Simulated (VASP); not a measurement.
These are AM05 GGA, VASP's PBE PAW potentials (set 64) (plane waves; VASP 6.6.1) values and carry that method's errors.

VASP ran on this input.

### KPOINTS
```
Automatic
0
G
 7 7 5
0 0 0
```

INCAR:
```
ALGO = Normal
EDIFF = 1E-7
ENCUT = 520
GGA = AM
ISIF = 2
ISMEAR = -5
LASPH = T
LCHARG = T
LEFG = T
LMAXMIX = 4
LORBIT = 11
LREAL = F
LWAVE = F
NEDOS = 601
NELM = 100
PREC = Accurate
SYSTEM = Se
```

### POSCAR
```
Se
1
    2.1107061271    -3.6558502389     0.0000000000
    2.1107061271     3.6558502389     0.0000000000
    0.0000000000     0.0000000000     5.0684387475
Se
3
Direct
  0.0000000000   0.2344229351   0.6666670000
  0.7655770649   0.7655770649   0.0000000000
  0.2344229351   0.0000000000   0.3333330000
```

POTCAR, in this order: Se (PBE.64 set). Program: vasp_std.

Output

OSZICAR:
```
       N       E                     dE             d eps       ncg     rms          rms(c)
DAV:   1     0.896003194031E+02    0.89600E+02   -0.74262E+03   832   0.116E+03
DAV:   2    -0.468116256588E+01   -0.94281E+02   -0.91061E+02  1117   0.181E+02
DAV:   3    -0.108113379074E+02   -0.61302E+01   -0.60851E+01  1002   0.531E+01
DAV:   4    -0.108687468403E+02   -0.57409E-01   -0.57360E-01   977   0.606E+00
DAV:   5    -0.108692448621E+02   -0.49802E-03   -0.49799E-03  1042   0.547E-01    0.689E+00
DAV:   6    -0.108072353310E+02    0.62010E-01   -0.37755E-02   902   0.143E+00    0.425E+00
DAV:   7    -0.107854049967E+02    0.21830E-01   -0.73081E-02   882   0.198E+00    0.190E-01
DAV:   8    -0.107847021139E+02    0.70288E-03   -0.94657E-03   847   0.694E-01    0.951E-02
DAV:   9    -0.107848043000E+02   -0.10219E-03   -0.30552E-04  1032   0.135E-01    0.284E-02
DAV:  10    -0.107848324662E+02   -0.28166E-04   -0.49062E-05   892   0.534E-02    0.684E-03
DAV:  11    -0.107848364830E+02   -0.40168E-05   -0.10133E-05   932   0.223E-02    0.383E-03
DAV:  12    -0.107848363920E+02    0.90984E-07   -0.20814E-06   922   0.105E-02    0.157E-03
DAV:  13    -0.107848364495E+02   -0.57474E-07   -0.39161E-07   947   0.418E-03
   1 F= -.10784836E+02 E0= -.10784836E+02  d E =0.000000E+00
```

### OUTCAR
```
------------------------ aborting loop because EDIFF is reached ----------------------------------------
  FORCE on cell =-STRESS in cart. coord.  units (eV):
  Direction    XX          YY          ZZ          XY          YZ          ZX
  --------------------------------------------------------------------------------------
  Total        0.0021414      0.0021414     -0.0655719      0.0000000      0.0000000      0.0000000
  in kB        0.0438627      0.0438627     -1.3430991      0.0000000      0.0000000      0.0000000
  external PRESSURE =      -0.4184579 kB  Pullay stress =       0.0000000 kB
  volume of cell :       78.22
      direct lattice vectors                 reciprocal lattice vectors
     2.110706127 -3.655850239  0.000000000     0.236887548 -0.136767090  0.000000000
     2.110706127  3.655850239  0.000000000     0.236887548  0.136767090  0.000000000
     0.000000000  0.000000000  5.068438748     0.000000000  0.000000000  0.197299415
 POSITION                                       TOTAL-FORCE (eV/Angst)
 -----------------------------------------------------------------------------------
      0.49480      0.85702      3.37896         0.001750      0.003031     -0.000000
      3.23182      0.00000      0.00000        -0.003500      0.000000     -0.000000
      0.49480     -0.85702      1.68948         0.001750     -0.003031      0.000000
 -----------------------------------------------------------------------------------
    total drift:                               -0.000218     -0.000437      0.000009
  FREE ENERGIE OF THE ION-ELECTRON SYSTEM (eV)
  ---------------------------------------------------
  free  energy   TOTEN  =       -10.7848364495 eV

  energy  without entropy=      -10.7848364495  energy(sigma->0) =      -10.78483645

 total charge

# of ion       s       p       d       tot
------------------------------------------
    1        1.517   2.157   0.056   3.729
    2        1.517   2.157   0.056   3.729
    3        1.517   2.157   0.056   3.729
--------------------------------------------------
tot          4.551   6.470   0.167  11.188

 Electric field gradients after diagonalization (V/A^2)
 (convention: |V_zz| > |V_xx| > |V_yy|)
----------------------------------------------------------------------
 ion       V_xx      V_yy      V_zz     asymmetry (V_yy - V_xx)/ V_zz
----------------------------------------------------------------------
   1     319.875   160.096  -479.970       0.333
   2     319.874   160.097  -479.971       0.333
   3     319.875   160.096  -479.970       0.333
```
(Selected blocks of OUTCAR.)

Without a dispersion term in the relaxation, distances and binding between the weakly bound layers, chains or molecules are unreliable, and so is what depends on them.

The compound is Se in the trig structure. It was relaxed first.
